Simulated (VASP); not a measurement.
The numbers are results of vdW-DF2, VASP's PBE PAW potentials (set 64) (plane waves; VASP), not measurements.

VASP ran on this input.

**POSCAR**
```
WC
1
    1.5196784487    -2.6321603665     0.0000000000
    1.5196784487     2.6321603665     0.0000000000
    0.0000000000     0.0000000000     2.9539330519
W C
1 1
Direct
  0.0000000000   0.0000000000   0.0000000000
  0.3333330000   0.6666670000   0.5000000000
```

### KPOINTS
```
Automatic mesh
0
Gamma
14 14 13
0 0 0
```

**INCAR**
```
SYSTEM = WC
PREC = Accurate; ENCUT = 520; LREAL = .FALSE.
LASPH = .TRUE.
EDIFF = 1E-7; NELM = 100; ALGO = Normal
LMAXMIX = 6
ISMEAR = 1; SIGMA = 0.1
GGA = ML; LUSE_VDW = .TRUE.; AGGAC = 0.0
ZAB_VDW = -1.8867
IBRION = 2; NSW = 30; ISIF = 4
EDIFFG = -0.01
LWAVE = .FALSE.; LCHARG = .FALSE.
```

POTCAR, in this order: W_sv C (PBE.64 set). Program: vasp_std.

Output of the run:

OSZICAR:
```
       N       E                     dE             d eps       ncg     rms          rms(c)
DAV:   1     0.117933723640E+03    0.11793E+03   -0.98081E+03  4384   0.151E+03
DAV:   2    -0.153644500071E+02   -0.13330E+03   -0.12975E+03  5013   0.378E+02
DAV:   3    -0.199652287818E+02   -0.46008E+01   -0.45578E+01  5451   0.640E+01
DAV:   4    -0.200255884265E+02   -0.60360E-01   -0.60292E-01  4837   0.749E+00
DAV:   5    -0.200262095266E+02   -0.62110E-03   -0.62107E-03  5140   0.780E-01    0.245E+01
DAV:   6    -0.162179521749E+02    0.38083E+01   -0.16357E+01  4888   0.370E+01    0.486E+00
DAV:   7    -0.159719863116E+02    0.24597E+00   -0.12725E+00  4688   0.947E+00    0.463E+00
DAV:   8    -0.159671247409E+02    0.48616E-02   -0.15522E-01  4618   0.430E+00    0.887E-01
DAV:   9    -0.159661025776E+02    0.10222E-02   -0.44395E-03  4958   0.810E-01    0.203E-01
DAV:  10    -0.159670967256E+02   -0.99415E-03   -0.20876E-03  4583   0.488E-01    0.295E-02
DAV:  11    -0.159670894249E+02    0.73007E-05   -0.81096E-05  5153   0.863E-02    0.242E-02
DAV:  12    -0.159670919017E+02   -0.24767E-05   -0.18108E-05  4458   0.484E-02    0.537E-03
DAV:  13    -0.159670926226E+02   -0.72088E-06   -0.54374E-07  5303   0.725E-03    0.138E-03
DAV:  14    -0.159670928428E+02   -0.22029E-06   -0.24427E-07  4098   0.519E-03    0.671E-04
DAV:  15    -0.159670928759E+02   -0.33100E-07   -0.13124E-08  2224   0.129E-03
   1 F= -.15967093E+02 E0= -.15967149E+02  d E =-.159671E+02
       N       E                     dE             d eps       ncg     rms          rms(c)
DAV:   1    -0.159727984175E+02   -0.57056E-02   -0.21818E-01  4384   0.556E+00    0.390E-01
DAV:   2    -0.159686681688E+02    0.41302E-02   -0.96383E-03  4648   0.934E-01    0.213E-01
DAV:   3    -0.159671348924E+02    0.15333E-02   -0.31066E-03  4758   0.501E-01    0.769E-02
DAV:   4    -0.159670940957E+02    0.40797E-04   -0.23330E-04  4908   0.145E-01    0.293E-02
DAV:   5    -0.159670918081E+02    0.22876E-05   -0.30008E-05  4803   0.515E-02    0.883E-03
DAV:   6    -0.159670916179E+02    0.19019E-06   -0.49257E-06  4913   0.210E-02    0.229E-03
DAV:   7    -0.159670916817E+02   -0.63832E-07   -0.15066E-07  3507   0.418E-03
   2 F= -.15967092E+02 E0= -.15967106E+02  d E =0.119420E-05
       N       E                     dE             d eps       ncg     rms          rms(c)
DAV:   1    -0.159689800512E+02   -0.18884E-02   -0.54503E-02  4376   0.278E+00    0.195E-01
DAV:   2    -0.159679511129E+02    0.10289E-02   -0.24236E-03  4653   0.470E-01    0.107E-01
DAV:   3    -0.159675583634E+02    0.39275E-03   -0.75871E-04  4753   0.248E-01    0.388E-02
DAV:   4    -0.159675447049E+02    0.13659E-04   -0.61610E-05  4928   0.737E-02    0.146E-02
DAV:   5    -0.159675433978E+02    0.13071E-05   -0.72624E-06  4753   0.254E-02    0.426E-03
DAV:   6    -0.159675424910E+02    0.90676E-06   -0.11172E-06  4918   0.100E-02    0.113E-03
DAV:   7    -0.159675424515E+02    0.39561E-07   -0.31705E-08  2229   0.197E-03
   3 F= -.15967542E+02 E0= -.15967578E+02  d E =-.449576E-03
```

OUTCAR:
```
------------------------ aborting loop because EDIFF is reached ----------------------------------------
  FORCE on cell =-STRESS in cart. coord.  units (eV):
  Direction    XX          YY          ZZ          XY          YZ          ZX
  --------------------------------------------------------------------------------------
  Total       -2.4786483     -2.4786484     -2.4789007      0.0000000      0.0000000     -0.0000000
  in kB     -168.0470117   -168.0470216   -168.0641275      0.0000000      0.0000000     -0.0000000
  external PRESSURE =    -168.0527203 kB  Pullay stress =       0.0000000 kB
  volume of cell :       23.63
      direct lattice vectors                 reciprocal lattice vectors
     1.521723711 -2.635702860  0.000000000     0.328574758 -0.189702719 -0.000000000
     1.521723711  2.635702860  0.000000000     0.328574758  0.189702719 -0.000000000
     0.000000000  0.000000000  2.945997966    -0.000000000  0.000000000  0.339443547
 POSITION                                       TOTAL-FORCE (eV/Angst)
 -----------------------------------------------------------------------------------
      0.00000     -0.00000      0.00000         0.000000     -0.000000      0.000000
      1.52172      0.87857      1.47300        -0.000000      0.000000      0.000000
 -----------------------------------------------------------------------------------
    total drift:                                0.000000     -0.000440      0.000000
  FREE ENERGIE OF THE ION-ELECTRON SYSTEM (eV)
  ---------------------------------------------------
  free  energy   TOTEN  =       -15.9675424515 eV

  energy  without entropy=      -15.9676482215  energy(sigma->0) =      -15.96757771

 reached required accuracy - stopping structural energy minimisation
```
(Selected blocks of OUTCAR.)

File CONTCAR:
```
WC
   1.00000000000000
     1.5217237110438457   -2.6357028601675694    0.0000000000000000
     1.5217237110438457    2.6357028601675694    0.0000000000000000
     0.0000000000000000    0.0000000000000000    2.9459979663118157
  W               C
     1     1
Direct
     0.0000000000000000    0.0000000000000000    0.0000000000000000
     0.3333330000000032    0.6666669999999968    0.5000000000000000
```

The compound is WC in the wc structure. This cell is one point of a volume scan, at 1.06 of the reference volume. Symmetry was kept, so distortions that lower it aren't found.
